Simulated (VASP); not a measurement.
All values below come from revTPSS meta-GGA, VASP's PBE PAW potentials (set 64) (plane waves; VASP).

VASP ran on this input.

### POSCAR
```
Li2Se
1.0
  0.0000000000   2.9806694431   2.9806694431
  2.9806694431   0.0000000000   2.9806694431
  2.9806694431   2.9806694431   0.0000000000
Li Se
2 1
direct
  0.2500000000   0.2500000000   0.2500000000
  0.7500000000   0.7500000000   0.7500000000
  0.0000000000   1.0000000000   1.0000000000
```

INCAR:
```
! general
SYSTEM   =  Li2Se
PREC     =  Accurate
ENCUT    =  520   ! plane-wave cut-off (eV)
LREAL    =  F   ! projection in real space or not
LASPH    =  T

! electronic loop
EDIFF    =  1E-7   ! SCF stop (eV)
NELM     =  100   ! most electronic steps
ALGO     =  Normal   ! blocked Davidson
LMAXMIX  =  4   ! l cut-off of mixed one-centre charges
LMIXTAU  =  T

! smearing
ISMEAR   =  0   ! Gaussian
SIGMA    =  0.05   ! width (eV)

! functional
METAGGA  =  RTPSS

! ions
ISIF     =  2   ! forces and stress, cell fixed

! output
LWAVE    =  F
LCHARG   =  F
```

**KPOINTS**
```
Automatic mesh
0
Gamma
7 7 7
0 0 0
```

POTCAR, in this order: Li_sv Se (PBE.64 set). Program: vasp_std.

Question: Estimate the energy per atom (σ→0).

Answer: 
The energy per atom (σ→0) is -1.788 eV/atom.

OSZICAR:
```
...
DAV:  72    -0.536221943515E+01    0.21860E-02   -0.15714E-03   434   0.497E-01    0.117E-01
DAV:  73    -0.536330751033E+01   -0.10881E-02   -0.22281E-04   416   0.287E-01    0.914E-02
DAV:  74    -0.536471268966E+01   -0.14052E-02   -0.71611E-04   448   0.503E-01    0.534E-02
DAV:  75    -0.536509954650E+01   -0.38686E-03   -0.34746E-04   514   0.340E-01    0.274E-02
DAV:  76    -0.536511306857E+01   -0.13522E-04   -0.77815E-05   448   0.167E-01    0.455E-03
DAV:  77    -0.536511332122E+01   -0.25265E-06   -0.30492E-06   474   0.243E-02    0.162E-03
DAV:  78    -0.536511329641E+01    0.24804E-07   -0.99857E-07   592   0.108E-02
   1 F= -.53651133E+01 E0= -.53651133E+01  d E =-.181405E-12
```

The compound is Li2Se in the antifluorite structure. It was relaxed first.
